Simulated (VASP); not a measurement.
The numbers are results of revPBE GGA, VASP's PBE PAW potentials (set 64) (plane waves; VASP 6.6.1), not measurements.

VASP ran on this input.

POSCAR:
```
CaO
3.451810
  0.0000000000   0.7071068071   0.7071068071
  0.7071068071   0.0000000000   0.7071068071
  0.7071068071   0.7071068071   0.0000000000
Ca O
1 1
Direct
  0.0000000000   0.0000000000   0.0000000000
  0.5000000000   0.5000000000   0.5000000000
```

**KPOINTS**
```
kpoints
0
G
  9 9 9
```

### INCAR
```
SYSTEM  =  CaO
PREC  =  Accurate; ENCUT  =  520; LREAL  =  F
LASPH  =  T
EDIFF  =  1E-7; NELM  =  100; ALGO  =  Normal
ISMEAR  =  0; SIGMA  =  0.05
GGA  =  RE
ISIF  =  2
LWAVE  =  F; LCHARG  =  F
```

POTCAR, in this order: Ca_sv O (PBE.64 set). Program: vasp_std.

Output

File OSZICAR:
```
       N       E                     dE             d eps       ncg     rms          rms(c)
DAV:   1     0.131798013758E+03    0.13180E+03   -0.86937E+03   840   0.135E+03
DAV:   2    -0.700841873342E+01   -0.13881E+03   -0.13025E+03   976   0.341E+02
DAV:   3    -0.136275042412E+02   -0.66191E+01   -0.65695E+01  1068   0.763E+01
DAV:   4    -0.138710929836E+02   -0.24359E+00   -0.24328E+00  1224   0.127E+01
DAV:   5    -0.138730942959E+02   -0.20013E-02   -0.20011E-02  1048   0.129E+00    0.860E+00
DAV:   6    -0.121987247259E+02    0.16744E+01   -0.88822E+00   964   0.274E+01    0.371E+00
DAV:   7    -0.121693257558E+02    0.29399E-01   -0.73697E-01  1164   0.827E+00    0.179E+00
DAV:   8    -0.121846739133E+02   -0.15348E-01   -0.91850E-02   904   0.344E+00    0.477E-01
DAV:   9    -0.121829596538E+02    0.17143E-02   -0.31405E-02  1060   0.143E+00    0.145E-01
DAV:  10    -0.121837432519E+02   -0.78360E-03   -0.28647E-03   896   0.529E-01    0.261E-02
DAV:  11    -0.121838210662E+02   -0.77814E-04   -0.46564E-04  1160   0.176E-01    0.323E-02
DAV:  12    -0.121838064383E+02    0.14628E-04   -0.76489E-05   944   0.942E-02    0.605E-03
DAV:  13    -0.121838060666E+02    0.37173E-06   -0.49012E-06  1096   0.236E-02    0.123E-03
DAV:  14    -0.121838058975E+02    0.16902E-06   -0.47079E-07   968   0.781E-03    0.560E-04
DAV:  15    -0.121838060012E+02   -0.10368E-06   -0.74265E-08   616   0.328E-03    0.336E-04
DAV:  16    -0.121838059870E+02    0.14220E-07   -0.11869E-08   512   0.129E-03
   1 F= -.12183806E+02 E0= -.12183806E+02  d E =-.201105E-19
```

### OUTCAR
```
------------------------ aborting loop because EDIFF is reached ----------------------------------------
  FORCE on cell =-STRESS in cart. coord.  units (eV):
  Direction    XX          YY          ZZ          XY          YZ          ZX
  --------------------------------------------------------------------------------------
  Total        0.0069837      0.0069837      0.0069837     -0.0000000     -0.0000000      0.0000000
  in kB        0.3847443      0.3847443      0.3847443     -0.0000000     -0.0000000      0.0000000
  external PRESSURE =       0.3847443 kB  Pullay stress =       0.0000000 kB
  volume of cell :       29.08
      direct lattice vectors                 reciprocal lattice vectors
     0.000000000  2.440798348  2.440798348    -0.204851007  0.204851007  0.204851007
     2.440798348  0.000000000  2.440798348     0.204851007 -0.204851007  0.204851007
     2.440798348  2.440798348  0.000000000     0.204851007  0.204851007 -0.204851007
  FREE ENERGIE OF THE ION-ELECTRON SYSTEM (eV)
  ---------------------------------------------------
  free  energy   TOTEN  =       -12.1838059870 eV

  energy  without entropy=      -12.1838059870  energy(sigma->0) =      -12.18380599
```
(Selected blocks of OUTCAR.)

File OUTCAR:
```
 val. band max:        2.2263008501   @ k =   0.0000   0.0000   0.0000

 cond. band min:       6.0054729611   @ k =   0.4444   0.4444   0.0000


 Fermi energy:         2.5275141141

 k-point     1 :       0.0000    0.0000    0.0000
  band No.  band energies     occupation
      1     -35.7253      2.00000
      2     -16.4788      2.00000
      3     -16.4788      2.00000
      4     -16.4788      2.00000
      5     -13.2858      2.00000
      6       2.2263      2.00000
      7       2.2263      2.00000
      8       2.2263      2.00000
      9       6.6865      0.00000
     10       8.3821      0.00000
     11       8.3821      0.00000
     12       8.3821      0.00000

 k-point     2 :       0.1111    0.0000    0.0000
  band No.  band energies     occupation
      1     -35.7158      2.00000
      2     -16.6107      2.00000
      3     -16.4844      2.00000
      4     -16.4844      2.00000
      5     -13.1448      2.00000
      6       1.8105      2.00000
      7       2.0716      2.00000
      8       2.0716      2.00000
      9       7.2284      0.00000
     10       8.3467      0.00000
     11       8.5779      0.00000
     12       8.5779      0.00000

 k-point     3 :       0.2222    0.0000    0.0000
  band No.  band energies     occupation
      1     -35.6918      2.00000
      2     -16.9054      2.00000
      3     -16.4984      2.00000
      4     -16.4984      2.00000
      5     -12.8245      2.00000
      6       0.9775      2.00000
      7       1.7160      2.00000
      8       1.7160      2.00000
      9       8.2941      0.00000
     10       8.5168      0.00000
     11       9.1064      0.00000
     12       9.1064      0.00000

 k-point     4 :       0.3333    0.0000    0.0000
  band No.  band energies     occupation
      1     -35.6643      2.00000
      2     -17.1945      2.00000
      3     -16.5140      2.00000
      4     -16.5140      2.00000
      5     -12.5037      2.00000
      6       0.2198      2.00000
...
```

The compound is CaO in the rock salt structure. It was relaxed first.
